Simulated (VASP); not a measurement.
Consider the following.

```yaml
crystal:
  lattice:
    - [-2.78837, 2.78837, 4.92953]
    - [2.78837, -2.78837, 4.92953]
    - [2.78837, 2.78837, -4.92953]
  atoms:
    - { symbol: Zn, position: [0.75000, 0.25000, 0.50000] }
    - { symbol: Zn, position: [0.00000, 0.00000, 0.00000] }
    - { symbol: Cl, position: [0.10721, 0.12500, 0.48221] }
    - { symbol: Cl, position: [0.87500, 0.35721, 0.98221] }
    - { symbol: Cl, position: [0.64279, 0.62500, 0.51779] }
    - { symbol: Cl, position: [0.37500, 0.89279, 0.01779] }
```

All values below come from PBEsol GGA, VASP's PBE PAW potentials (set 64) (plane waves; VASP). Run with 400 eV cut-off, 6×6×6 Γ-centred mesh, tetrahedra with Blöchl corrections, potentials Zn Cl.

The cores are frozen, which limits the accuracy of field gradients.

### Question
Give the principal components of the electric field gradient (V/Å²) and the asymmetry η at each nucleus.

### Answer

| atom | Vxx | Vyy | Vzz | η |
|---|---|---|---|---|
| Zn1 | -3.6 | -3.5 | 7.1 | 0.00 |
| Zn2 | -3.6 | -3.5 | 7.1 | 0.00 |
| Cl3 | 115.9 | 10.1 | -125.9 | 0.84 |
| Cl4 | 115.9 | 10.1 | -125.9 | 0.84 |
| Cl5 | 115.9 | 10.1 | -125.9 | 0.84 |
| Cl6 | 115.9 | 10.1 | -125.9 | 0.84 |

The structure comes from a computed database's ZnCl2 entry (I-42d); how it stands against other phases isn't given here. It was relaxed first.
